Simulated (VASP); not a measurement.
Input:

```
Br
1.0
    3.01930     0.00000     0.00000
    0.00000     3.01930     0.00000
    0.00000     0.00000     3.01930
Br
1
Cartesian
  0.00000   0.00000   0.00000
```

These are PBEsol GGA, VASP's PBE PAW potentials (set 64) (plane waves; VASP) values and carry that method's errors. Settings: 400 eV cut-off, Gaussian smearing of 0.050 eV, potentials Br.

Question: Give the energies of bands 2 to 5 at the high-symmetry points, in eV from the Fermi level.

Answer: 
| band | Γ | X | M | R |
|---|---|---|---|---|
| 2 | -0.12 | -5.54 | -4.32 | -3.29 |
| 3 | -0.12 | 0.62 | -4.32 | -3.29 |
| 4 | -0.12 | 0.62 | 1.28 | -3.29 |
| 5 | 6.36 | 9.80 | 4.78 | 7.19 |

It has no gap at this level: it comes out as a metal or semimetal.

The structure was generated: Br was put into the simple-cubic type (Pm-3m), which need not be its known phase. It was relaxed first, which changed the volume by -7 %.
